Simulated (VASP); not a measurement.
Input:

```
BC62
1.0
    7.14656     0.00000     0.00000
    0.00000     7.14656     0.00000
    0.00000     0.00000     7.14656
C B
62 1
Cartesian
  3.57328   0.00000   0.00000
  4.50853   0.89216   0.90451
  5.38655   1.78848  -0.02035
  6.22196   2.63796   0.91720
  5.35403  -0.03423   1.82470
  6.23060   0.88473   2.65953
  0.00000   0.00000   0.00000
  0.89332   0.89332   0.89332
  1.78664   1.78664   0.00000
  2.72643   2.72606   0.86210
  3.52562   3.54368   0.02002
  4.49460   4.41881   0.90110
  5.35992   5.35992   0.00000
  6.25324   6.25324   0.89332
  1.78664   0.00000   1.78664
  2.67690   0.94155   2.66983
  3.60471   1.79129   1.81377
  5.35841   3.52610   1.74522
  6.21432   4.44168   2.72653
  3.58648   0.03172   3.57990
  4.48015   0.92456   4.50934
  5.40125   1.81918   3.53263
  6.23931   2.63343   4.47124
  5.35992   0.00000   5.35992
  6.25324   0.89332   6.25324
  0.00000   3.57328   0.00000
  0.89332   4.46660   0.89332
  1.78664   5.35992   0.00000
  2.67996   6.25324   0.89332
  0.00000   1.78664   1.78664
  0.89332   2.67996   2.67996
  1.82170   3.57476   1.78129
  2.71006   4.41855   2.68723
  3.56440   5.40851   1.81683
  4.46660   6.25324   2.67996
  0.00000   0.00000   3.57328
  0.89332   0.89332   4.46660
  1.82657   1.76964   3.53148
  2.68264   2.69607   4.50597
  4.48764   4.48679   4.49338
  5.40743   5.34727   3.53151
  6.25324   6.25324   4.46660
  1.78664   0.00000   5.35992
  2.67996   0.89332   6.25324
  3.54744   1.74507   5.39075
  4.46660   2.67996   6.25324
  5.39100   3.58223   5.40146
  6.25324   4.46660   6.25324
  0.00000   5.35992   1.78664
  0.89332   6.25324   2.67996
  0.00000   3.57328   3.57328
  0.89332   4.46660   4.46660
  1.78664   5.35992   3.57328
  2.67996   6.25324   4.46660
  0.00000   1.78664   5.35992
  0.89332   2.67996   6.25324
  1.78664   3.57328   5.35992
  2.67996   4.46660   6.25324
  3.57328   5.35992   5.35992
  4.46660   6.25324   6.25324
  0.00000   5.35992   5.35992
  0.89332   6.25324   6.25324
  3.61987   3.60032   3.59923
```
Cell charge -2.

Computed with PBE GGA, VASP's PBE PAW potentials (set 64) (plane waves; VASP 6.6.1). Settings: PREC = Normal, LREAL = Auto, ISYM = 0, NELECT = 253.0, EDIFF = 1E-5, 400 eV cut-off, 1×1×1 Γ-centred mesh, Gaussian smearing of 0.050 eV, potentials C B. Starting moments (MAGMOM): 63*0.0159. The cell's moment is fixed (NUPDOWN = 1).

The cell is charged, with a uniform compensating background. The supercell is sampled at Γ alone, which is coarse: total energies, pressure and levels can be off, energies of defects by several tenths of an eV.

The ions are relaxed. Predict the relaxed structure.

```
BC62
1.0
    7.14656     0.00000     0.00000
    0.00000     7.14656     0.00000
    0.00000     0.00000     7.14656
C B
62 1
Direct
  0.50016   0.99894   0.99978
  0.62247   0.12799   0.12753
  0.74911   0.25137   0.00183
  0.87246   0.37800   0.12753
  0.74847   0.00281   0.25288
  0.87067   0.12982   0.38013
  0.99963   0.00085   0.00166
  0.12359   0.12603   0.12675
  0.24810   0.25045   0.99912
  0.37408   0.37290   0.12401
  0.50074   0.49971   0.00029
  0.62762   0.62642   0.12402
  0.75003   0.75238   0.99911
  0.87445   0.87693   0.12673
  0.24920   0.99919   0.25067
  0.37611   0.12662   0.37368
  0.48765   0.24350   0.23959
  0.75699   0.51284   0.23961
  0.87386   0.62438   0.37368
  0.50189   0.00120   0.49999
  0.62868   0.12472   0.62805
  0.75478   0.24572   0.51549
  0.87576   0.37178   0.62808
  0.75017   0.99813   0.75255
  0.87506   0.12544   0.87709
  0.00151   0.50028   0.99979
  0.12542   0.62474   0.12467
  0.25092   0.74956   0.99948
  0.37574   0.87506   0.12467
  0.99768   0.25200   0.25288
  0.12498   0.37512   0.37570
  0.25009   0.50005   0.24839
  0.37816   0.62228   0.36906
  0.50043   0.75039   0.24840
  0.62539   0.87548   0.37569
  0.00076   0.99973   0.50079
  0.12543   0.12398   0.62531
  0.25006   0.24814   0.50067
  0.37661   0.36799   0.62570
  0.63245   0.62386   0.62568
  0.75232   0.75041   0.50068
  0.87651   0.87503   0.62533
  0.25109   0.99895   0.74984
  0.37532   0.12369   0.87615
  0.50015   0.24722   0.75221
  0.62544   0.37503   0.87587
  0.75325   0.50030   0.75221
  0.87679   0.62517   0.87613
  0.00127   0.75130   0.25066
  0.12602   0.87448   0.37549
  0.99926   0.49858   0.50002
  0.12655   0.62342   0.62395
  0.25220   0.74826   0.49832
  0.37703   0.87394   0.62394
  0.00233   0.25033   0.75255
  0.12602   0.37479   0.87535
  0.25156   0.49780   0.74922
  0.37660   0.62392   0.87401
  0.50267   0.74891   0.74920
  0.62569   0.87445   0.87534
  0.00154   0.74938   0.74981
  0.12565   0.87483   0.87530
  0.50393   0.49652   0.50152
```
Cell charge -2. The cell ends with 1.00 μB, on the first 30 sites 0.02 -0.01 0.01 -0.01 0.00 0.00 0.00 0.00 0.02 -0.01 0.01 -0.01 0.02 0.00 0.02 0.00 0.25 0.25 0.00 0.00 0.00 -0.02 0.00 0.00 0.00 0.02 0.00 0.00 0.00 0.00 μB.

How much energy does the relaxation gain?

The energy (σ→0) changes by -38.8 meV/atom, in 18 ionic steps.

The cell is a supercell with a defect, built from C (diamond): B_C-vac_C, charge -2.
